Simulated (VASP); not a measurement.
# AgCl: a GW gap and what it depends on

Aim: test the GW correction to the gap of AgCl. The starting structure is a computed structure from the Materials Project. Cell and atoms stay as given.

Method: GW on LDA orbitals, with plane waves and PAW data sets made for GW, in VASP 6.6.1.

### 1. Starting point

Symmetry: Fm-3m, No. 225, cubic system. Conventional cell: a = 5.545 Å, b = 5.545 Å, c = 5.545 Å, α = 90.00°, β = 90.00°, γ = 90.00°. Nearest to Ag lie 6 Cl at 2.77 Å. Nearest to Cl lie 6 Ag at 2.77 Å. Farther neighbours and most contacts between anions are not listed.

Structure file:

```xyz
2
Lattice="0.0000 2.7727 2.7727 2.7727 0.0000 2.7727 2.7727 2.7727 0.0000" Properties=species:S:1:pos:R:3 pbc="T T T"
Ag    0.0000    0.0000    0.0000
Cl    2.7727    2.7727    2.7727
```

### 2. G0W0 (response cutoff 100 eV, 4×4×4 mesh)

It reads the orbitals and their derivatives (WAVECAR and WAVEDER) of a run with the empty bands, which follows a ground-state run; neither is shown.

INCAR reads:

```
SYSTEM = AgCl
PREC = Accurate
ENCUT = 300
ISMEAR = 0
SIGMA = 0.01
LREAL = .FALSE.
GGA = CA
NBANDS = 100
ALGO = EVGW0
NELMGW = 1
ENCUTGW = 100
NOMEGA = 40
PRECFOCK = Fast
NBANDSGW = 20
LWAVE = .FALSE.
LCHARG = .FALSE.
```

POSCAR reads:

```
AgCl
1.0
    0.0000000000      2.7726629968      2.7726629968
    2.7726629968      0.0000000000      2.7726629968
    2.7726629968      2.7726629968      0.0000000000
Ag Cl
1 1
Direct
    0.0000000000      0.0000000000      0.0000000000
    0.5000000000      0.5000000000      0.5000000000
```

KPOINTS reads:

```
Automatic mesh
0
Gamma
4 4 4
0 0 0
```

Potentials, in the order of the species: Ag_GW and Cl_GW (LDA family, release 64).

Started as:

```sh
$ mpirun -np 4 vasp_std
```

What it wrote:

```text
[banner, memory and clock lines left out]
running    4 mpi-ranks, on    1 nodes
 distrk:  each k-point on    4 cores,    1 groups
 distr:  one band on    1 cores,    4 groups

 POSCAR found type information on POSCAR AgCl
 POSCAR found :  2 types and       2 ions
|                                                                             |
|           W    W    AA    RRRRR   N    N  II  N    N   GGGG   !!!           |
|           W    W   A  A   R    R  NN   N  II  NN   N  G    G  !!!           |
|           W    W  A    A  R    R  N N  N  II  N N  N  G       !!!           |
|           W WW W  AAAAAA  RRRRR   N  N N  II  N  N N  G  GGG   !            |
|           WW  WW  A    A  R   R   N   NN  II  N   NN  G    G                |
|           W    W  A    A  R    R  N    N  II  N    N   GGGG   !!!           |
|                                                                             |
|     The default for ENCUTGWSOFT is different in this version of VASP.       |
|     please manually set ENCUTGWSOFT =100 in the INCAR file.                 |
|                                                                             |

 LDA part: xc-table for (Slater(with rela. corr.)+CA(PZ))
 , standard interpolation
 found WAVECAR, reading the header
 POSCAR, INCAR and KPOINTS ok, starting setup
 FFT: planning ... GRIDC
 FFT: planning ... GRID_SOFT
 FFT: planning ... GRID
 reading WAVECAR
 the WAVECAR file was read successfully
 initial charge from wavefunction
 available memory per node:    141.70 GB, setting MAXMEM to    145104

 The Fermi energy was updated, please check that it is located mid-gap
 values below the HOMO (VB) or above the LUMO (CB) will cause erroneous energies
 E-fermi :   3.7643

 calculate exact exchange contribution
 the WAVEDER file was read successfully
|                                                                             |
|           W    W    AA    RRRRR   N    N  II  N    N   GGGG   !!!           |
|           W    W   A  A   R    R  NN   N  II  NN   N  G    G  !!!           |
|           W    W  A    A  R    R  N N  N  II  N N  N  G       !!!           |
|           W WW W  AAAAAA  RRRRR   N  N N  II  N  N N  G  GGG   !            |
|           WW  WW  A    A  R   R   N   NN  II  N   NN  G    G                |
|           W    W  A    A  R    R  N    N  II  N    N   GGGG   !!!           |
|                                                                             |
|     Automatic setting of frequency mesh for GW failed. Frequency mesh       |
|     properly not suitable for determining QP energies. Consider             |
|     increasing number of kpoints.                                           |
|                                                                             |

energies w=
    0.000    0.000    0.352    0.000    0.702    0.000    1.047    0.000
    1.387    0.000    1.720    0.000    2.046    0.000    2.364    0.000
    2.676    0.000    2.981    0.000    3.281    0.000    3.576    0.000
    3.869    0.000    4.161    0.000    4.454    0.000    4.750    0.000
    5.050    0.000    5.358    0.000    5.676    0.000    6.006    0.000
    6.353    0.000    6.721    0.000    7.114    0.000    7.540    0.000
    8.007    0.000    8.522    0.000    9.101    0.000    9.759    0.000
   10.520    0.000   11.415    0.000   12.489    0.000   13.809    0.000
   15.477    0.000   17.655    0.000   20.624    0.000   24.912    0.000
   31.633    0.000   43.627    0.000   70.914    0.000  192.437    0.000
 responsefunction array rank=     116
 LDA part: xc-table for (Slater(with rela. corr.)+CA(PZ))
 , standard interpolation

 min. memory requirement per mpi rank     89.1 MB, per node    356.3 MB

 allocating  10 responsefunctions rank=   116
 shmem allocating  40 responsefunctions rank=   116
 response function shared by NCSHMEM nodes    1
 Doing           10  frequencies on each core in blocks of           40
NQ=   1    0.0000    0.0000    0.0000,
|.........|.........|.........|.........|.........|.........|.........|.........
 performed        136000 updates of chi_q(r,r)
 total number of BLAS operations         13.98 Gflops
NQ=   2    0.2500    0.0000    0.0000,
|.........|.........|.........|.........|.........|.........|.........|.........
 performed        416000 updates of chi_q(r,r)
 total number of BLAS operations         35.55 Gflops
NQ=   3    0.5000    0.0000    0.0000,
|.........|.........|.........|.........|.........|.........|.........|.........
 performed        624000 updates of chi_q(r,r)
 total number of BLAS operations         49.09 Gflops
NQ=   4    0.2500    0.2500    0.0000,
|.........|.........|.........|.........|.........|.........|.........|.........
 performed        876000 updates of chi_q(r,r)
 total number of BLAS operations         69.72 Gflops
NQ=   5    0.5000    0.2500    0.0000,
|.........|.........|.........|.........|.........|.........|.........|.........
 performed       1220000 updates of chi_q(r,r)
 total number of BLAS operations         95.68 Gflops
NQ=   6   -0.2500    0.2500    0.0000,
|.........|.........|.........|.........|.........|.........|.........|.........
 performed       1524000 updates of chi_q(r,r)
 total number of BLAS operations        116.77 Gflops
NQ=   7    0.5000    0.5000    0.0000,
|.........|.........|.........|.........|.........|.........|.........|.........
 performed       1716000 updates of chi_q(r,r)
 total number of BLAS operations        129.83 Gflops
NQ=   8   -0.2500    0.5000    0.2500,
|.........|.........|.........|.........|.........|.........|.........|.........
 performed       1972000 updates of chi_q(r,r)
 total number of BLAS operations        150.37 Gflops
 resolving degeneracies of screened two electron integrals

 calculate QP shifts <psi_nk| G(iteration)W_0 |psi_nk>: iteration 1
 entering main loop
```

Elapsed: 34 s, on 4 MPI ranks of Intel Xeon Platinum 8375C at 2.90GHz (Ice Lake), shared host; peak memory 0.57 GiB.

The logs omit lines about the potential files and the build; timing stands in the text.

From OUTCAR (step 2):

```text
ion  position               nearest neighbor table
   1  0.000  0.000  0.000-   2 2.77   2 2.77   2 2.77   2 2.77   2 2.77   2 2.77
   2  0.500  0.500  0.500-   1 2.77   1 2.77   1 2.77   1 2.77   1 2.77   1 2.77

  LATTYP: Found a face centered cubic cell.
 ALAT       =     5.5453259936

 Subroutine GETGRP returns: Found 48 space group operations
 (whereof 48 operations were pure point group operations)

The static configuration has the point symmetry O_h .

 Found      8 irreducible k-points:

   k-points           NKPTS =      8   k-points in BZ     NKDIM =     64   number of bands    NBANDS=    100

   dimension x,y,z NGX =    24 NGY =   24 NGZ =   24
   dimension x,y,z NGXF=    48 NGYF=   48 NGZF=   48

   ENCUT  =  300.0 eV  22.05 Ry    4.70 a.u.   5.54  5.54  5.54*2*pi/ulx,y,z

   NELECT =      18.0000    total number of electrons

  energy-cutoff  :      300.00
  volume of cell :       42.63
      direct lattice vectors                 reciprocal lattice vectors
     0.000000000  2.772662997  2.772662997    -0.180332049  0.180332049  0.180332049
     2.772662997  0.000000000  2.772662997     0.180332049 -0.180332049  0.180332049
     2.772662997  2.772662997  0.000000000     0.180332049  0.180332049 -0.180332049

 k-points in reciprocal lattice and weights: Automatic mesh
   0.00000000  0.00000000  0.00000000       0.016
   0.25000000  0.00000000  0.00000000       0.125
   0.50000000  0.00000000  0.00000000       0.062
   0.25000000  0.25000000  0.00000000       0.094
   0.50000000  0.25000000  0.00000000       0.375
  -0.25000000  0.25000000  0.00000000       0.188
   0.50000000  0.50000000  0.00000000       0.047
  -0.25000000  0.50000000  0.25000000       0.094

 E-fermi :   3.7643

 QP shifts <psi_nk| G(iteration)W_0 |psi_nk>: iteration 1
 for sc-GW calculations column KS-energies equals QP-energies in previous step
 and V_xc(KS)=  KS-energies - (<T + V_ion + V_H > + <T+V_H+V_ion>^1  + <V_x>^1)
 k-point   1 :       0.0000    0.0000    0.0000
  band No.  KS-energies  QP-energies   sigma(KS)   V_xc(KS)     V^pw_x(r,r')   Z            occupation Imag(sigma)
    ...
      6       0.9628      -0.4494     -16.6331     -14.6422     -21.3492       0.7094       2.0000       0.2868
      7       1.1432       0.5313     -15.4390     -14.6049     -18.5595       0.7337       2.0000       0.2254
      8       1.1432       0.5313     -15.4390     -14.6049     -18.5595       0.7337       2.0000       0.2254
      9       1.1432       0.5313     -15.4390     -14.6049     -18.5595       0.7337       2.0000       0.2254
     10       4.0751       4.6979      -9.7539     -10.5319      -5.8251       0.8006       0.0000      -0.0494
     11      14.0461      14.9169      -9.8786     -10.9984      -5.2987       0.7777       0.0000      -0.1475
     12      14.0461      14.9169      -9.8786     -10.9984      -5.2987       0.7777       0.0000      -0.1475
     13      14.0461      14.9169      -9.8786     -10.9984      -5.2987       0.7777       0.0000      -0.1475
    ...

 k-point   2 :       0.2500    0.0000    0.0000
  band No.  KS-energies  QP-energies   sigma(KS)   V_xc(KS)     V^pw_x(r,r')   Z            occupation Imag(sigma)
    ...
      6       1.1112      -0.3572     -16.6339     -14.5894     -21.1589       0.7182       2.0000       0.2456
      7       1.3759       0.0689     -16.3041     -14.5013     -20.3756       0.7250       2.0000       0.2273
      8       2.6370       1.6783     -16.5380     -15.2439     -20.0418       0.7408       2.0000       0.2146
      9       2.6370       1.6783     -16.5380     -15.2439     -20.0418       0.7408       2.0000       0.2146
     10       6.1549       6.8542     -10.6131     -11.5054      -6.7197       0.7837       0.0000      -0.0422
     11      11.0005      11.7819      -9.3715     -10.3739      -4.7561       0.7795       0.0000      -0.1228
     12      12.3645      13.2502      -9.5137     -10.6501      -4.8148       0.7793       0.0000      -0.1460
     13      12.3645      13.2502      -9.5137     -10.6501      -4.8148       0.7793       0.0000      -0.1460
    ...

 k-point   3 :       0.5000    0.0000    0.0000
  band No.  KS-energies  QP-energies   sigma(KS)   V_xc(KS)     V^pw_x(r,r')   Z            occupation Imag(sigma)
    ...
      6       1.3060      -0.1779     -16.8720     -14.8071     -21.4094       0.7186       2.0000       0.2408
      7       1.6276       0.2610     -16.7085     -14.8245     -20.9030       0.7254       2.0000       0.2270
      8       3.4536       2.4994     -16.9600     -15.6872     -20.3871       0.7497       2.0000       0.2064
      9       3.4536       2.4994     -16.9600     -15.6872     -20.3871       0.7497       2.0000       0.2064
     10       7.3913       8.0155      -8.4101      -9.1872      -4.4332       0.8033       0.0000      -0.0568
     11       9.7774      10.7687     -11.7619     -13.0877      -6.5729       0.7478       0.0000      -0.1582
     12      10.8281      11.6937      -9.1536     -10.2577      -4.6285       0.7840       0.0000      -0.0918
     13      10.8281      11.6937      -9.1536     -10.2577      -4.6285       0.7840       0.0000      -0.0918
    ...

 k-point   4 :       0.2500    0.2500    0.0000
  band No.  KS-energies  QP-energies   sigma(KS)   V_xc(KS)     V^pw_x(r,r')   Z            occupation Imag(sigma)
    ...
      6       1.0606      -0.3643     -16.7378     -14.7346     -21.4618       0.7113       2.0000       0.2831
      7       1.6503       0.4520     -16.5926     -14.9467     -20.5799       0.7281       2.0000       0.2265
      8       1.6503       0.4520     -16.5926     -14.9467     -20.5799       0.7281       2.0000       0.2265
      9       2.0323       0.9283     -15.8001     -14.3049     -19.2898       0.7383       2.0000       0.2152
     10       6.6774       7.3739     -11.5727     -12.4683      -7.7965       0.7777       0.0000      -0.0375
     11      10.5660      11.4018      -9.2614     -10.3319      -4.6053       0.7807       0.0000      -0.1121
     12      11.9912      12.6435      -9.1630      -9.9938      -4.9768       0.7851       0.0000      -0.0944
     13      13.3615      14.2404      -9.4684     -10.6078      -4.5264       0.7714       0.0000      -0.1914
    ...

[... 4 further parts left out ...]
```

G0W0 (response cutoff 100 eV, 4×4×4 mesh): the quasiparticle gap on this mesh is 2.198 eV, +1.577 eV from the LDA gap on the same points, with 100 bands.

### 3. G0W0 (response cutoff 160 eV, 4×4×4 mesh)

It reads the orbitals and their derivatives (WAVECAR and WAVEDER) of a run with the empty bands, which follows a ground-state run; neither is shown.

Edit INCAR of step 2 so:

```diff
@@ -7,6 +7,6 @@
 GGA = CA
-NBANDS = 100
+NBANDS = 196
 ALGO = EVGW0
 NELMGW = 1
-ENCUTGW = 100
+ENCUTGW = 160
 NOMEGA = 40
```

POSCAR is that of step 2.

KPOINTS is that of step 2.

Started as:

```sh
$ mpirun -np 4 vasp_std
```

What it wrote:

```text
[banner, memory and clock lines left out]
running    4 mpi-ranks, on    1 nodes
[...]
|                                                                             |
|           W    W    AA    RRRRR   N    N  II  N    N   GGGG   !!!           |
|           W    W   A  A   R    R  NN   N  II  NN   N  G    G  !!!           |
|           W    W  A    A  R    R  N N  N  II  N N  N  G       !!!           |
|           W WW W  AAAAAA  RRRRR   N  N N  II  N  N N  G  GGG   !            |
|           WW  WW  A    A  R   R   N   NN  II  N   NN  G    G                |
|           W    W  A    A  R    R  N    N  II  N    N   GGGG   !!!           |
|                                                                             |
|     The default for ENCUTGWSOFT is different in this version of VASP.       |
|     please manually set ENCUTGWSOFT =160 in the INCAR file.                 |
|                                                                             |

 LDA part: xc-table for (Slater(with rela. corr.)+CA(PZ))
[...]
total number of BLAS operations        348.56 Gflops
NQ=   4    0.2500    0.2500    0.0000,
|.........|.........|.........|.........|.........|.........|.........|.........
 performed       1762000 updates of chi_q(r,r)
 total number of BLAS operations        513.57 Gflops
NQ=   5    0.5000    0.2500    0.0000,
|.........|.........|.........|.........|.........|.........|.........|.........
 performed       2447000 updates of chi_q(r,r)
 total number of BLAS operations        726.50 Gflops
NQ=   6   -0.2500    0.2500    0.0000,
|.........|.........|.........|.........|.........|.........|.........|.........
 performed       3054000 updates of chi_q(r,r)
 total number of BLAS operations        913.18 Gflops
NQ=   7    0.5000    0.5000    0.0000,
|.........|.........|.........|.........|.........|.........|.........|.........
 performed       3441000 updates of chi_q(r,r)
 total number of BLAS operations       1025.21 Gflops
NQ=   8   -0.2500    0.5000    0.2500,
|.........|.........|.........|.........|.........|.........|.........|.........
 performed       3954000 updates of chi_q(r,r)
 total number of BLAS operations       1189.48 Gflops
 resolving degeneracies of screened two electron integrals

 calculate QP shifts <psi_nk| G(iteration)W_0 |psi_nk>: iteration 1
 entering main loop
[key lines of the parts left out:]
E-fermi :   3.7643
```

Elapsed: 72 s, on 4 MPI ranks; peak memory 0.77 GiB; 4.6 min of CPU time.

OUTCAR, selected parts (step 3):

```text
 QP shifts <psi_nk| G(iteration)W_0 |psi_nk>: iteration 1
 for sc-GW calculations column KS-energies equals QP-energies in previous step
 and V_xc(KS)=  KS-energies - (<T + V_ion + V_H > + <T+V_H+V_ion>^1  + <V_x>^1)
 k-point   1 :       0.0000    0.0000    0.0000
  band No.  KS-energies  QP-energies   sigma(KS)   V_xc(KS)     V^pw_x(r,r')   Z            occupation Imag(sigma)
    ...
      6       0.9628      -0.6869     -16.9711     -14.6422     -21.3492       0.7084       2.0000       0.1834
      7       1.1432       0.3118     -15.7422     -14.6049     -18.5595       0.7311       2.0000       0.0347
      8       1.1432       0.3118     -15.7422     -14.6049     -18.5595       0.7311       2.0000       0.0347
      9       1.1432       0.3118     -15.7422     -14.6049     -18.5595       0.7311       2.0000       0.0347
     10       4.0751       4.5341      -9.9578     -10.5319      -5.8251       0.7995       0.0000      -0.1559
     11      14.0461      14.7606     -10.0795     -10.9984      -5.2987       0.7776       0.0000      -0.2175
     12      14.0461      14.7606     -10.0795     -10.9984      -5.2987       0.7776       0.0000      -0.2175
     13      14.0461      14.7606     -10.0795     -10.9984      -5.2987       0.7776       0.0000      -0.2175
    ...

[... 1 part as in an earlier step ...]

[... 2 further parts left out ...]
[key lines of the parts left out:]
E-fermi :   3.7643
```

G0W0 (response cutoff 160 eV, 4×4×4 mesh): the quasiparticle gap on this mesh is 2.323 eV, +1.702 eV from the LDA gap on the same points, with 196 bands.

[end of part 1 of 3]

[Lines on the potential files, build, host, timing and source positions are cut from VASP's logs without a mark.]

[Logs are printed without paths, hosts, clocks, repeated set-up lines and the standing remarks that a program may print on its own settings, such as how far it seeks lower states.]

[Hosts, paths, dates, database ids (printed as entryN), source tags and the programs' standing remarks are cut or masked in the printed files.]
